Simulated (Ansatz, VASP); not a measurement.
# Cross-check of Al2GaAs2P between VASP and Ansatz

Aim: how closely do two programs agree when they are given the same cell, functional and k mesh? The cell is generated by rule, not measured, and may not be a known phase. The cell is taken from a series of runs on this material, whose earlier steps may have relaxed, scaled, displaced or heated it; both programs get it as it stands.

Method: plane waves, with VASP 6.6.1 beside it; single point at PBE, in Ansatz 0.2.0.

The structure was built from a prototype and need not be the compound's stable phase.

## (1) The structure

It takes space group Imm2 (No. 44, orthorhombic). Conventional cell: a = 3.953 Å, b = 3.953 Å, c = 16.770 Å, α = 90.00°, β = 90.00°, γ = 90.00°. Al has 2 As at 2.42 Å and 2 P at 2.42 Å nearest. Al has 4 As at 2.42 Å nearest. As has 4 Al at 2.42 Å nearest. Nearest to As lie 2 Al at 2.42 Å and 2 Ga at 2.42 Å. Nearest to Ga lie 2 P at 2.42 Å and 2 As at 2.42 Å. Nearest to P lie 2 Ga at 2.42 Å and 2 Al at 2.42 Å. Farther neighbours are not listed.

Coordinates:

```cif
data_structure
_symmetry_space_group_name_H-M 'Imm2'
_symmetry_Int_Tables_number 44
_cell_length_a 3.9527
_cell_length_b 3.9527
_cell_length_c 16.7700
_cell_angle_alpha 90.000
_cell_angle_beta 90.000
_cell_angle_gamma 90.000
_cell_volume 262.02
loop_
_atom_site_label
_atom_site_type_symbol
_atom_site_symmetry_multiplicity
_atom_site_Wyckoff_symbol
_atom_site_fract_x
_atom_site_fract_y
_atom_site_fract_z
_atom_site_occupancy
Al1 Al 2 b 0.00000 0.50000 0.00000 1
Al2 Al 2 b 0.50000 0.00000 0.16667 1
As1 As 2 a 0.50000 0.50000 0.08333 1
As2 As 2 a 0.00000 0.00000 0.25000 1
Ga1 Ga 2 b 0.00000 0.50000 0.33333 1
P1 P 2 a 0.50000 0.50000 0.41667 1
```

## (2) Ansatz: single point, PBE

Ansatz runs on its default PAW (the set named soft_2) files.

With cell and atoms fixed, the geometry can't cause a difference; cores, projectors, grids and the points listed under the comparison can.

File input.yaml:

```yaml
crystal:
  lattice:
    - [2.795, 2.795, 0.0]
    - [-2.795, 2.795, 0.0]
    - [2.795, 0.0, 8.385]
  atoms:
    - { symbol: Al, position: [0.0, 0.0, 0.0] }
    - { symbol: Al, position: [0.333333, 0.666667, 0.333333] }
    - { symbol: As, position: [0.416667, 0.083333, 0.166667] }
    - { symbol: As, position: [0.75, 0.75, 0.5] }
    - { symbol: Ga, position: [0.666667, 0.333333, 0.666667] }
    - { symbol: P, position: [0.083333, 0.416667, 0.833333] }
kpoints:
  mp_grid: { grid: [6, 6, 6] }
hamiltonian:
  xc: pbe
scf:
  occupations: { method: gaussian, width: 0.1 }
output:
  forces: true
  stress: true
  eigenvalues: true
```

Launch:

```bash
> ansatz run input.yaml --threads 8 --pin off --max-ram 14336MiB --backend cpu --events-out ev --progress --plain --runs-dir out
```

Numbers of over 12 decimals in the logs are rounded to 6 here.

The program printed:

```text
Warning: the atoms were moved onto the symmetric positions of the space group found under crystal.symmetry.tolerance 1.0e-5 (fractional; no operation is sought that the atoms, as they stand in a round, miss by more than twice it, and no atom is moved by as much as it), and the run uses the moved positions. Before a round's move an operation carried an atom to 5.59e-6 Å from where it should land, the largest such dist [...]
Engine: ansatz 0.2.0, aarch64-unknown-linux-gnu
Pseudopotentials: kind: paw
Pseudopotential: Al, paw, valence charge 3, recommended cutoff 420 eV (normal), Al.paw.azcp
Pseudopotential: As, paw, valence charge 15, recommended cutoff 420 eV (normal), As.paw.azcp
Pseudopotential: Ga, paw, valence charge 13, recommended cutoff 420 eV (normal), Ga.paw.azcp
Pseudopotential: P, paw, valence charge 5, recommended cutoff 420 eV (normal), P.paw.azcp
Functional definition: PBE
  parameter kappa = 0.804
  parameter beta = 0.066725
  exchange = pbe_x(kappa = kappa, mu = beta*pi^2/3)
  correlation = pbe_c(beta = beta)
Crystal: 6 atoms, lattice volume = 131.008 Å³
Basis set: ecut = 420 eV, 2561 PW (Γ), exchange–correlation on 54×54×120 points (8 copies of the dense FFT grid, shifted against one another)
Bands: 33, of which v1, the nominal top of the filled ones, is band 27 counted from 1 (26 counted from 0)
Symmetry: 4 space group operations
Space group: Imm2 (ITA 44), of the structure as read, at distance tolerance 5.1e-5 Å
k-points: 46 of 216 (time reversal used)
Non-local potential: Al, projectors of the file, l = 0: 2, l = 1: 2, l = 2: 1
Non-local potential: As, projectors of the file, l = 0: 2, l = 1: 2, l = 2: 3, l = 3: 1
Non-local potential: Ga, projectors of the file, l = 0: 2, l = 1: 2, l = 2: 3, l = 3: 1
Non-local potential: P, projectors of the file, l = 0: 2, l = 1: 2, l = 2: 2
PAW form: soft (Blöchl's): semilocal exchange-correlation on the pseudo side does not see the compensation charge
PAW one-centre angular grid: Al, 110 points (default); XC on 64 Gauss nodes
PAW one-centre angular grid: As, 590 points (default); XC on 64 Gauss nodes
PAW one-centre angular grid: Ga, 590 points (default); XC on 64 Gauss nodes
PAW one-centre angular grid: P, 110 points (default); XC on 64 Gauss nodes
Initial density: superposition of atomic densities (neutral atoms: chi_scale 0, normalization atom), corrected by the library's trained network
Initial wavefunctions: pseudopotential atomic-orbital guess
Functional: x = pbe(κ = 0.804, μ = 0.219515), c = pbe(β = 0.066725)
SCF iter   1: F=—  HF=-15328.700626 eV  |F-HF|=—  |Δ(HF+E_count)|=         —  Δρ=1.51e-3  dr2=5.48e-3  ethr=1.77e-3  ⟨swp⟩=7.0  Hψ=7002  notcnv=0
preconditioner: auto → Resta (q_TF=auto, 2.354 Å⁻¹)  ε∞=3.8  [insulator: Δε(μ)=1.471 eV  Ē_g=11.327 eV  σ=0.100 eV  W_gap=1.00  n_scr=26 (ndim 8)  ℏωp=18.9 eV  f_vac=0.008  D(μ)=0.00/eV (n_scr^D=0)  ε∞_Penn≈3.8]
SCF iter   2: F=—  HF=-15328.696427 eV  |F-HF|=—  |Δ(HF+E_count)|=   4.20e-3  Δρ=8.20e-4  dr2=1.36e-3  ethr=1.02e-5  ⟨swp⟩=2.9  Hψ=2826  notcnv=0
SCF iter   3: F=—  HF=-15328.696412 eV  |F-HF|=—  |Δ(HF+E_count)|=   1.59e-5  Δρ=4.34e-4  dr2=2.47e-4  ethr=2.51e-6  ⟨swp⟩=2.0  Hψ=2221  notcnv=0
automatic band count: iteration 3 solves 32 bands in place of 33: the levels show a gap, and the empty bands left out lie too high to hold charge; the band table lists the bands solved (type scf.n_extra_bands for more)
SCF iter   4: F=—  HF=-15328.696284 eV  |F-HF|=—  |Δ(HF+E_count)|=   1.28e-4  Δρ=1.51e-4  dr2=4.25e-5  ethr=4.58e-7  ⟨swp⟩=2.0  Hψ=2216  notcnv=0
SCF iter   5: F=—  HF=-15328.696412 eV  |F-HF|=—  |Δ(HF+E_count)|=   1.29e-4  Δρ=4.52e-5  dr2=4.09e-6  ethr=7.87e-8  ⟨swp⟩=2.1  Hψ=2570  notcnv=0
SCF iter   6: F=—  HF=-15328.696416 eV  |F-HF|=—  |Δ(HF+E_count)|=   4.04e-6  Δρ=1.98e-5  dr2=8.09e-7  ethr=7.57e-9  ⟨swp⟩=2.0  Hψ=2683  notcnv=0
SCF iter   7: F=-15328.696417 eV  HF=-15328.696417 eV  |F-HF|=9.00e-8  |Δ(HF+E_count)|=   1.04e-7  Δρ=6.43e-6  dr2=3.87e-8  ethr=1.85e-10  ⟨swp⟩=7.8  Hψ=8204  notcnv=0
SCF 1 converged in 7 iterations: F = -15328.696417 eV  dr2 = 3.87e-8
  greatest PAW one-centre occupation: 0.999 electrons in one spin orbital (limit 2), on the As atom at site 3 (counted from 0), in its partial waves of l = 2
SCF converged after 7 iterations
Free energy (F): -15328.696417 eV
Harris-Foulkes:  -15328.696417 eV  (|F-HF|=9.00e-8)
Internal energy: -15328.696417 eV  (E = F + TS)
E sigma→0 (E₀):  -15328.696417 eV
Fermi energy:    7.342459 eV
--- Per-component energies (eV) ---
  E_band       = -593.177860
  E_kinetic    = 440.077001
  E_local      = -6944.478573  (includes V_loc(G=0)·N_el)
  E_nonlocal   = -861.028334
  E_hartree    = 3536.104620
  E_xc         = -369.052005
  E_vxc        = -335.975949  (∫ρ·V_xc dr)
  E_paw        = -7164.633414  (= ΣΔE_a)
  E_vpaw       = 36.015980  (= ΣTr[D̂ρ^β])
  E_aug_tail   = -0.000101  (compensation charges beyond the density's cutoff)
  E_ewald      = -3965.685610
  E_smearing   = -0.000000  (= −TS)
  E_closure    = -0.000000  (closes the sum)
  Σ components = -15328.696417   (vs F -15328.696417, Δ=0.00e0)
--- Forces (eV/Å), atoms counted from 1 ---
  atom   1  Al     0.00000000     0.00000000    -0.81281750
  atom   2  Al     0.00000000     0.00000000     0.02585372
  atom   3  As    -0.00000000    -0.00000000    -0.03833805
  atom   4  As    -0.00000000    -0.00000000    -0.03075808
  atom   5  Ga     0.00000000     0.00000000     0.73624139
  atom   6  P     -0.00000000     0.00000000     0.11983032
  max |Σ_I F_I| component: 1.18e-5 eV/Å
--- Stress (GPa, compression-positive) ---
        2.892870       0.043687       0.000000
        0.043687       2.892870       0.000000
        0.000000       0.000000       2.684116
  P = ⅓ Tr σ = 2.8233 GPa (28.233 kbar)
--- Band table (eV; the first three rows and the last of 46) ---
  k-point 0: bands = [... 23 lower, 4.7287, 6.5730, 6.5961, 6.5992, 8.1708, 8.7047, 8.7362, 9.5583, ... 1 higher]
  k-point 1: bands = [... 23 lower, 4.9805, 6.1618, 6.4715, 6.4752, 8.2439, 8.6741, 9.0428, 9.3345, ... 1 higher]
  k-point 2: bands = [... 23 lower, 5.3377, 5.3861, 6.1596, 6.1657, 8.1546, 8.7163, 9.2837, 9.8836, ... 1 higher]
  k-point 45: bands = [... 23 lower, 3.8468, 3.9548, 4.1497, 4.1768, 8.3179, 8.8592, 8.9748, 9.7493, ... 1 higher]
```

The column dr2 measures how far the density is from self-consistency, as an energy; F and HF (Harris–Foulkes) agree once it is small.

The run ends at a pressure of 2.82 GPa, with forces up to 0.81 eV/Å.

## (3) VASP: single point, PBE

The same cell, functional, mesh and smearing now go to VASP, with its own data sets.

Lines of VASP's logs that name or quote its potential files are left out, and so is its time.

File INCAR:

```
SYSTEM = Al2GaAs2P
PREC = Accurate
ENCUT = 500
EDIFF = 1E-06
NELM = 120
ISMEAR = 0
SIGMA = 0.1
LREAL = .FALSE.
ALGO = Normal
GGA = PE
NBANDS = 23
LORBIT = 11
LWAVE = .FALSE.
LCHARG = .FALSE.
ISIF = 2
LASPH = .TRUE.
GGA_COMPAT = .FALSE.
EFERMI = MIDGAP
KPAR = 2
```

File POSCAR:

```
Al2GaAs2P
1.0
    2.7950000000      2.7950000000      0.0000000000
   -2.7950000000      2.7950000000      0.0000000000
    2.7950000000      0.0000000000      8.3850000000
Al As Ga P
2 2 1 1
Direct
    0.0000005000      0.9999995000      0.0000000000
    0.3333340000      0.6666660000      0.3333330000
    0.4166670000      0.0833330000      0.1666670000
    0.7500005000      0.7499995000      0.5000000000
    0.6666670000      0.3333330000      0.6666670000
    0.0833340000      0.4166660000      0.8333330000
```

File KPOINTS:

```
Automatic mesh
0
Gamma
6 6 6
0 0 0
```

PAW data sets: Al, As, Ga_d and P (PBE family, release 64).

Launch:

```bash
> mpirun -np 2 vasp_std
```

The program printed:

```text
[banner, memory and clock lines left out]
running    2 mpi-ranks, on    1 nodes
 distrk:  each k-point on    1 cores,    2 groups
 distr:  one band on    1 cores,    1 groups

 POSCAR found type information on POSCAR AlAsGaP
 POSCAR found :  4 types and       6 ions
 LDA part: xc-table for (Slater+PW92), standard interpolation
 POSCAR, INCAR and KPOINTS ok, starting setup
 FFT: planning ... GRIDC
 FFT: planning ... GRID_SOFT
 FFT: planning ... GRID
 WAVECAR not read
 entering main loop
       N       E                     dE             d eps       ncg     rms          rms(c)
DAV:   1     0.193977716308E+03    0.19398E+03   -0.13765E+04  2123   0.147E+03
DAV:   2    -0.507942990245E+01   -0.19906E+03   -0.18869E+03  2385   0.344E+02
DAV:   3    -0.277627311062E+02   -0.22683E+02   -0.22201E+02  2610   0.960E+01
DAV:   4    -0.285186847069E+02   -0.75595E+00   -0.75319E+00  2752   0.193E+01
DAV:   5    -0.285415809671E+02   -0.22896E-01   -0.22890E-01  2751   0.316E+00    0.619E+00
DAV:   6    -0.278949190353E+02    0.64666E+00   -0.11408E+00  3238   0.112E+01    0.378E+00
DAV:   7    -0.278048543109E+02    0.90065E-01   -0.58968E-01  2531   0.347E+00    0.133E+00
DAV:   8    -0.278050954106E+02   -0.24110E-03   -0.51816E-02  2836   0.232E+00    0.275E-01
DAV:   9    -0.278060736639E+02   -0.97825E-03   -0.48064E-03  2743   0.866E-01    0.143E-01
DAV:  10    -0.278062186215E+02   -0.14496E-03   -0.63584E-04  2743   0.159E-01    0.721E-02
DAV:  11    -0.278064368412E+02   -0.21822E-03   -0.23653E-04  2577   0.118E-01    0.257E-02
DAV:  12    -0.278064537116E+02   -0.16870E-04   -0.21545E-05  2620   0.304E-02    0.125E-02
DAV:  13    -0.278064597522E+02   -0.60406E-05   -0.10084E-05  2536   0.163E-02    0.312E-03
DAV:  14    -0.278064598853E+02   -0.13308E-06   -0.41548E-07  1898   0.518E-03
   1 F= -.27806460E+02 E0= -.27806460E+02  d E =-.154231E-26
```

OUTCAR, selected parts (step 3):

```text
ion  position               nearest neighbor table
   1  0.000  1.000  0.000-   3 2.42   6 2.42   6 2.42   3 2.42
   2  0.333  0.667  0.333-   3 2.42   3 2.42   4 2.42   4 2.42
   3  0.417  0.083  0.167-   2 2.42   2 2.42   1 2.42   1 2.42
   4  0.750  0.750  0.500-   2 2.42   5 2.42   2 2.42   5 2.42
   5  0.667  0.333  0.667-   6 2.42   6 2.42   4 2.42   4 2.42
   6  0.083  0.417  0.833-   5 2.42   5 2.42   1 2.42   1 2.42

  LATTYP: Found a body centered tetragonal cell.
 ALAT       =     3.9527269068
 C/A-ratio  =     4.2426406871

 Subroutine GETGRP returns: Found  4 space group operations
 (whereof  4 operations were pure point group operations)

The static configuration has the point symmetry C_2v.

 Found     46 irreducible k-points:

   k-points           NKPTS =     46   k-points in BZ     NKDIM =     46   number of bands    NBANDS=     23

   dimension x,y,z NGX =    30 NGY =   30 NGZ =   64
   dimension x,y,z NGXF=    60 NGYF=   60 NGZF=  128

   ENCUT  =  500.0 eV  36.75 Ry    6.06 a.u.   7.21  7.21 16.11*2*pi/ulx,y,z

   NELECT =      34.0000    total number of electrons

 k-points in reciprocal lattice and weights: Automatic mesh
   0.00000000  0.00000000  0.00000000       0.005
   0.16666667  0.00000000 -0.00000000       0.019
   0.00000000 -0.16666667 -0.00000000       0.019
   0.33333333  0.00000000  0.00000000       0.019
   0.00000000 -0.33333333  0.00000000       0.019
   0.50000000  0.00000000  0.00000000       0.009
   0.00000000  0.50000000  0.00000000       0.009
   0.16666667  0.16666667  0.00000000       0.019
   0.33333333  0.16666667  0.00000000       0.037
[...]
-0.16666667  0.16666667  0.33333333       0.019
   0.00000000  0.00000000  0.50000000       0.005

 average (electrostatic) potential at core
       1 -75.9321       2 -75.9387       3 -49.4111       4 -49.5636       5 -65.8097
       6 -83.5513

 E-fermi :   4.8727

 k-point     1 :       0.0000    0.0000    0.0000
  band No.  band energies     occupation
    ...
     13       2.2472      2.00000
     14       2.2568      2.00000
     15       4.1063      2.00000
     16       4.1294      2.00000
     17       4.1326      2.00000
     18       5.7008      0.00000
     19       6.2323      0.00000
     20       6.2628      0.00000
     21       7.0869      0.00000
     22       7.1472      0.00000
    ...

 k-point     2 :       0.1667    0.0000   -0.0000
  band No.  band energies     occupation
    ...
     13       2.2388      2.00000
     14       2.4966      2.00000
     15       2.5120      2.00000
     16       3.6252      2.00000
     17       4.0311      2.00000
     18       6.3755      0.00000
     19       6.7620      0.00000
     20       7.1052      0.00000
     21       8.0148      0.00000
     22       8.3368      0.00000
    ...

 k-point     3 :       0.0000   -0.1667   -0.0000
  band No.  band energies     occupation
    ...
     13       2.2365      2.00000
     14       2.4967      2.00000
     15       2.5056      2.00000
     16       3.6297      2.00000
     17       4.0274      2.00000
     18       6.3814      0.00000
     19       6.7345      0.00000
     20       7.1222      0.00000
     21       8.0183      0.00000
     22       8.3527      0.00000
    ...

  Total        2.4712450      2.4712450      2.2997826      0.0401239      0.0000000      0.0000000
  in kB       30.2224517     30.2224517     28.1255282      0.4907013      0.0000000      0.0000000
  external PRESSURE =      29.5234772 kB  Pullay stress =       0.0000000 kB

  energy-cutoff  :      500.00
  volume of cell :      131.01
      direct lattice vectors                 reciprocal lattice vectors
     2.795000000  2.795000000  0.000000000     0.178890877  0.178890877 -0.059630292
    -2.795000000  2.795000000  0.000000000    -0.178890877  0.178890877  0.059630292
     2.795000000  0.000000000  8.385000000     0.000000000  0.000000000  0.119260584

 POSITION                                       TOTAL-FORCE (eV/Angst)
 -----------------------------------------------------------------------------------
     -2.79500      2.79500      0.00000        -0.000000     -0.000000     -0.837012
      0.00000      2.79500      2.79500         0.000000      0.000000      0.026420
      1.39750      1.39750      1.39750         0.000000      0.000000     -0.039526
      1.39750      4.19250      4.19250         0.000000      0.000000     -0.032374
      2.79500      2.79500      5.59000         0.000000      0.000000      0.756568
      1.39750      1.39750      6.98750         0.000000      0.000000      0.125925
 -----------------------------------------------------------------------------------
    total drift:                               -0.002567     -0.000003      0.000890

  FREE ENERGIE OF THE ION-ELECTRON SYSTEM (eV)
  ---------------------------------------------------
  free  energy   TOTEN  =       -27.8064598853 eV

  energy  without entropy=      -27.8064598853  energy(sigma->0) =      -27.80645989

 total charge
# of ion       s       p       d       tot
------------------------------------------
    1        0.400   0.372   0.000   0.772
    2        0.407   0.387   0.000   0.794
    3        1.192   1.717   0.026   2.935
    4        1.198   1.674   0.030   2.901
    5        0.866   0.798  10.000  11.664
    6        1.018   1.517   0.000   2.534
--------------------------------------------------
tot          5.081   6.464  10.056  21.601

[... 3 further parts left out ...]
```

The run ends at a pressure of 2.95 GPa, with forces up to 0.84 eV/Å.

## (4) Side by side

Known differences besides the potentials themselves: the data sets hold 54 valence electrons in Ansatz (on its default PAW (the set named soft_2) files) and 34 in VASP; the cutoff is 420 eV in Ansatz and 500 eV in VASP. Total energies have different zeros and are not compared.

Compared:

| quantity | Ansatz | VASP | difference |
| --- | --- | --- | --- |
| pressure (GPa) | 2.82 | 2.95 | -0.13 |
| gap on the k mesh (eV) | 1.488 | 1.480 | +0.008 |

Forces (eV/Å; atoms numbered as in POSCAR):

```csv
atom,"Ansatz x, y, z","VASP x, y, z"
Al1,"0.000, 0.000, -0.813","0.000, 0.000, -0.837"
Al2,"0.000, 0.000, 0.026","0.000, 0.000, 0.026"
As3,"0.000, 0.000, -0.038","0.000, 0.000, -0.040"
As4,"0.000, 0.000, -0.031","0.000, 0.000, -0.032"
Ga5,"0.000, 0.000, 0.736","0.000, 0.000, 0.757"
P6,"0.000, 0.000, 0.120","0.000, 0.000, 0.126"
```

The forces differ by 7.6 meV/Å r.m.s., which is 2.8 % of the r.m.s. force of 0.268 eV/Å (both taken over all components). A gap on the mesh is an upper bound, since the band edges may lie between its points.

## (5) Results

| Property | Result |
| --- | --- |
| r.m.s. force difference (single point, PBE) | 2.8 % of the r.m.s. force |

In words: The r.m.s. force difference is 2.8 % of the r.m.s. force (single point, PBE), within the 3 % picked in this series as the mark of a large difference. The data sets hold unlike numbers of valence electrons (54 in Ansatz and 34 in VASP), so part of the differences comes from the potentials. Such differences can come from data sets, numerical settings and the points named under the comparisons, not from the functional's error against experiment.

[Lines on the potential files, build, host, timing and source positions are cut from VASP's logs without a mark.]

[Logs are printed without paths, hosts, clocks, repeated set-up lines and the standing remarks that a program may print on its own settings, such as how far it seeks lower states.]

[Hosts, paths, dates, database ids (printed as entryN), source tags and the programs' standing remarks are cut or masked in the printed files.]
